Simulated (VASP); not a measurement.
Calculation: PBE GGA, VASP's PBE PAW potentials (set 64) (plane waves; VASP).

VASP ran on this input.

**INCAR**
```
SYSTEM = GdN
LREAL = .FALSE.   # projection in real space or not
EDIFF = 1E-6   # SCF stop (eV)
LMAXMIX = 6   # l cut-off of mixed one-centre charges
ISMEAR = 0
LASPH = .TRUE.
ENCUT = 450   # plane-wave cut-off (eV)
NELM = 100   # most electronic steps
ALGO = Normal
PREC = Accurate
LWAVE = .FALSE.
LCHARG = .FALSE.
GGA = PE   # PBE
ISIF = 2   # forces and stress, cell fixed
SIGMA = 0.05   # width (eV)
```

File KPOINTS:
```
Automatic mesh
0
Gamma
8 8 8
0 0 0
```

**POSCAR**
```
GdN
2.940
  1.0000000000   0.0000000000   0.0000000000
  0.0000000000   1.0000000000   0.0000000000
  0.0000000000   0.0000000000   1.0000000000
Gd N
1 1
Cartesian
  0.0000000000   0.0000000000   0.0000000000
  0.5000000000   0.5000000000   0.5000000000
```

POTCAR, in this order: Gd_3 N (PBE.64 set). Program: vasp_std.

Q: What will the output report for the number of irreducible k-points (NKPTS), number of bands (NBANDS), largest plane-wave count, number of space-group operations, FFT grid (NGX, NGY, NGZ)?

A: 
```yaml
number of irreducible k-points (NKPTS): 35
number of bands (NBANDS): 11
largest_plane_wave_count: 563
number_of_space_group_operations: 48
FFT grid (NGX, NGY, NGZ): 20 × 20 × 20
```

The structure was generated: GdN was put into the CsCl type (Pm-3m), which need not be its known phase. The cell was not relaxed at this level. The run is one of a series of settings (ENCUT = 450 against the base run), some of them coarse on purpose. The 4f electrons are frozen in the core of the lanthanide potential, so 4f levels, which can set the real gap, and their magnetism are missing.
